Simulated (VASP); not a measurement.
The cell holds one W (bcc) (211) slab, with vacuum along c, ions free to move until forces fall under 0.03 eV/Å, no reconstruction beyond this cell, dipole correction on.

Input:

```
CELL_PARAMETERS angstrom
      2.73422     0.00000     0.00000
      0.00000     4.46497     0.00000
      0.00000     0.00000    24.00924
ATOMIC_POSITIONS crystal
  W  0.46857 0.50000 0.34620
  W  0.83401 0.00000 0.39165
  W  0.17457 0.50000 0.44578
  W  0.50000 0.00000 0.50000
  W  0.82543 0.50000 0.55422
  W  0.16599 0.00000 0.60835
  W  0.53143 0.50000 0.65380
```

The numbers are results of PBEsol GGA, VASP's PBE PAW potentials (set 64) (plane waves; VASP), not measurements. Run with 400 eV cut-off, 10×6×1 Γ-centred mesh, first-order Methfessel-Paxton smearing of 0.10 eV, potentials W_sv.

Slab and bulk use different k-meshes, so the surface energy is good to a few per cent at best. Unless said otherwise, spin-orbit coupling is left out, though it shifts the bands of the heavy elements here.

| Item | Value |
|---|---|
| surface energy | 3.77 J/m² |
| work function | 4.29 eV |
| band gap (on the k-mesh) | none (metal, semimetal or under 0.01 eV) |

The cell is a thin slab with vacuum, built from W (bcc): (211) face.
